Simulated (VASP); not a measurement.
These are LDA (Ceperley-Alder, Perdew-Zunger), VASP's LDA PAW potentials (set 64) (plane waves; VASP) values and carry that method's errors.

VASP input:

File POSCAR:
```
Ta
1
   -1.6299259663     1.6299259663     1.6299259663
    1.6299259663    -1.6299259663     1.6299259663
    1.6299259663     1.6299259663    -1.6299259663
Ta
1
Direct
  0.0000000000   0.0000000000   0.0000000000
```

KPOINTS:
```
Automatic mesh
0
Gamma
16 16 16
0 0 0
```

### INCAR
```
ALGO = Normal
EDIFF = 1E-6
EDIFFG = -0.02
ENCUT = 500
IBRION = 2
ISIF = 3
ISMEAR = 1
LASPH = T
LCHARG = F
LMAXMIX = 6
LREAL = F
LWAVE = F
NELM = 100
NSW = 40
PREC = Accurate
SIGMA = 0.1
SYSTEM = Ta
```

POTCAR, in this order: Ta_pv (LDA.64 set). Program: vasp_std.

What VASP printed:

### OSZICAR
```
       N       E                     dE             d eps       ncg     rms          rms(c)
DAV:   1     0.444632838599E+02    0.44463E+02   -0.65186E+03  2618   0.114E+03
DAV:   2    -0.127021548512E+02   -0.57165E+02   -0.56249E+02  3448   0.243E+02
DAV:   3    -0.132896686936E+02   -0.58751E+00   -0.57401E+00  3004   0.255E+01
DAV:   4    -0.132938532761E+02   -0.41846E-02   -0.41138E-02  3023   0.162E+00
DAV:   5    -0.132938815409E+02   -0.28265E-04   -0.28262E-04  2931   0.117E-01    0.144E+01
DAV:   6    -0.129346233891E+02    0.35926E+00   -0.38000E-01  2717   0.728E+00    0.698E+00
DAV:   7    -0.128255240284E+02    0.10910E+00   -0.29265E-01  2739   0.604E+00    0.385E-01
DAV:   8    -0.128234213259E+02    0.21027E-02   -0.42200E-03  2840   0.889E-01    0.992E-02
DAV:   9    -0.128233901293E+02    0.31197E-04   -0.10625E-04  2896   0.123E-01    0.278E-02
DAV:  10    -0.128233900669E+02    0.62322E-07   -0.35195E-06  3163   0.247E-02
   1 F= -.12823390E+02 E0= -.12823162E+02  d E =-.128234E+02
       N       E                     dE             d eps       ncg     rms          rms(c)
DAV:   1    -0.128299974028E+02   -0.66073E-02   -0.23797E-01  2647   0.714E+00    0.779E-01
DAV:   2    -0.128241662877E+02    0.58311E-02   -0.79421E-03  2667   0.116E+00    0.261E-01
DAV:   3    -0.128228754487E+02    0.12908E-02   -0.40737E-03  2699   0.802E-01    0.981E-02
DAV:   4    -0.128228926200E+02   -0.17171E-04   -0.57376E-05  3159   0.804E-02    0.110E-02
DAV:   5    -0.128228925377E+02    0.82249E-07   -0.40863E-06  2696   0.248E-02
   2 F= -.12822893E+02 E0= -.12822712E+02  d E =0.497529E-03
       N       E                     dE             d eps       ncg     rms          rms(c)
DAV:   1    -0.128269153523E+02   -0.40227E-02   -0.11453E-01  2652   0.498E+00    0.537E-01
DAV:   2    -0.128241176112E+02    0.27977E-02   -0.38479E-03  2668   0.799E-01    0.180E-01
DAV:   3    -0.128235052289E+02    0.61238E-03   -0.19423E-03  2695   0.551E-01    0.664E-02
DAV:   4    -0.128235134327E+02   -0.82037E-05   -0.27240E-05  3167   0.554E-02    0.746E-03
DAV:   5    -0.128235134407E+02   -0.80513E-08   -0.17311E-06  1928   0.163E-02
   3 F= -.12823513E+02 E0= -.12823301E+02  d E =-.123374E-03
```

OUTCAR:
```
------------------------ aborting loop because EDIFF is reached ----------------------------------------
  FORCE on cell =-STRESS in cart. coord.  units (eV):
  Direction    XX          YY          ZZ          XY          YZ          ZX
  --------------------------------------------------------------------------------------
  Total        0.0000649      0.0000649      0.0000649     -0.0000000     -0.0000000      0.0000000
  in kB        0.0060195      0.0060195      0.0060195     -0.0000000     -0.0000000      0.0000000
  external PRESSURE =       0.0060195 kB  Pullay stress =       0.0000000 kB
  volume of cell :       17.26
      direct lattice vectors                 reciprocal lattice vectors
    -1.628153003  1.628153003  1.628153003     0.000000000  0.307096445  0.307096445
     1.628153003 -1.628153003  1.628153003     0.307096445  0.000000000  0.307096445
     1.628153003  1.628153003 -1.628153003     0.307096445  0.307096445  0.000000000
 POSITION                                       TOTAL-FORCE (eV/Angst)
 -----------------------------------------------------------------------------------
      0.00000      0.00000      0.00000         0.000000      0.000000      0.000000
 -----------------------------------------------------------------------------------
    total drift:                               -0.000000      0.000000      0.000000
  FREE ENERGIE OF THE ION-ELECTRON SYSTEM (eV)
  ---------------------------------------------------
  free  energy   TOTEN  =       -12.8235134407 eV

  energy  without entropy=      -12.8228747574  energy(sigma->0) =      -12.82330055

 reached required accuracy - stopping structural energy minimisation
```
(Selected blocks of OUTCAR.)

File CONTCAR:
```
Ta
   1.00000000000000
    -1.6281530033160532    1.6281530033160532    1.6281530033160532
     1.6281530033160532   -1.6281530033160532    1.6281530033160532
     1.6281530033160532    1.6281530033160532   -1.6281530033160532
  Ta
     1
Direct
     0.0000000000000000    0.0000000000000000    0.0000000000000000
```

The compound is Ta in the bcc structure. This run relaxes it. Symmetry was kept, so distortions that lower it aren't found.
